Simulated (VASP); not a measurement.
All values below come from PBEsol GGA, VASP's PBE PAW potentials (set 64) (plane waves; VASP).

Input for VASP

**INCAR**
```
SYSTEM = ZnO
PREC = Accurate
ENCUT = 520
EDIFF = 1E-8
NELM = 100
ALGO = Normal
LREAL = .FALSE.
LASPH = .TRUE.
ISMEAR = 0
SIGMA = 0.01
GGA = PS
LMAXMIX = 4
LWAVE = .FALSE.
LCHARG = .FALSE.
IBRION = 8
NSW = 1
LEPSILON = .TRUE.
```

### KPOINTS
```
Automatic mesh
0
Gamma
14 14 8
0 0 0
```

### POSCAR
```
ZnO
1.0
  1.6189622490  -2.8041253035   0.0000000000
  1.6189622490   2.8041253035   0.0000000000
  0.0000000000   0.0000000000   5.2237710928
Zn O
2 2
Cart
  1.6189622490  -0.9347103039   2.6198863964
  1.6189622490   0.9347103039   0.0080008500
  1.6189622490  -0.9347103039   4.5993652538
  1.6189622490   0.9347103039   1.9874797074
```

POTCAR, in this order: Zn O (PBE.64 set). Program: vasp_std.

Task: What will the output report for the number of irreducible k-points (NKPTS), number of bands (NBANDS), largest plane-wave count, number of space-group operations, FFT grid (NGX, NGY, NGZ)?

Result: 
```json
{
 "number of irreducible k-points (NKPTS)": "120",
 "number of bands (NBANDS)": "22",
 "largest_plane_wave_count": "1300",
 "number_of_space_group_operations": "12",
 "FFT grid (NGX, NGY, NGZ)": "24 × 24 × 40"
}
```

The compound is ZnO in the wurtzite structure. It was relaxed first.
